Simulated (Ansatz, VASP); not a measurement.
## Al5GaP6 in VASP and in Ansatz

```
Al Ga P
1.0
     3.88616    0.00000    0.00000
    -1.94308    3.36551    0.00000
     0.00000    0.00000   19.15660
Al Ga P
5 1 6
Cartesian
  1.9431 1.1218 3.1853
  1.9431 1.1218 9.5769
  1.9431 1.1218 15.9611
  0.0000 2.2437 19.1527
  0.0000 2.2437 12.7694
  0.0000 2.2437 6.3891
  1.9431 1.1218 5.5779
  1.9431 1.1218 11.9699
  1.9431 1.1218 18.3531
  0.0000 2.2437 2.3880
  0.0000 2.2437 8.7837
  0.0000 2.2437 15.1616
```

Alike in both runs: task single point; functional PBE; k mesh 6 × 6 × 1; occupations gaussian, width 0.1 eV; no spin polarisation.

```csv
,VASP,Ansatz
version,VASP 6.6.1,Ansatz 0.2.0
potentials or method,"VASP PAW PBE potentials, release 64 (Al, Ga_d, P)","scalar-relativistic, plane waves, PAW"
plane-wave cutoff (eV),520,420
valence electrons in the cell,58,58
```

```tsv
	VASP	Ansatz	Ansatz less VASP
gap on the k mesh at the Fermi level (eV)	1.71	1.71	+0.002
least direct gap on the mesh (eV)	1.90	1.91	+0.003
pressure (GPa)	0.0	0.1	+0.08
```

The functional is the same, so the differences come from potentials, cutoffs and numerics.

Caveats: an odd mesh through Γ misses points on the zone boundary, where band edges often lie. Expect the measured gap to be larger: semilocal functionals such as PBE lack the derivative discontinuity.
